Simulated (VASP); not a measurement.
Consider the following.

```yaml
crystal:
  lattice:
    - [1.25500, -2.17372, 0.00000]
    - [1.25500, 2.17372, 0.00000]
    - [0.00000, 0.00000, 4.07000]
  atoms:
    - { symbol: Co, position: [0.33333, 0.66667, 0.25000], spin: 2.0 }
    - { symbol: Co, position: [0.66667, 0.33333, 0.75000], spin: 2.0 }
```

These are PBE GGA, VASP's PBE PAW potentials (set 64) (plane waves; VASP) values and carry that method's errors. Run with 300 eV cut-off, 13×13×7 Γ-centred mesh, Fermi-Dirac smearing of 0.14 eV, potentials Co.

At this cut-off the stress carries a Pulay error, which pulls relaxed volumes low.

Task: Give the stress tensor in GPa (positive for a compressed cell).

Result: 
```
-5.18   0.00   0.00
 0.00  -5.18   0.00
 0.00   0.00  -5.20
```
The pressure is its mean diagonal, -5.19 GPa.

The structure is a typed Co crystal (P6_3/mmc). The cell was not relaxed at this level.
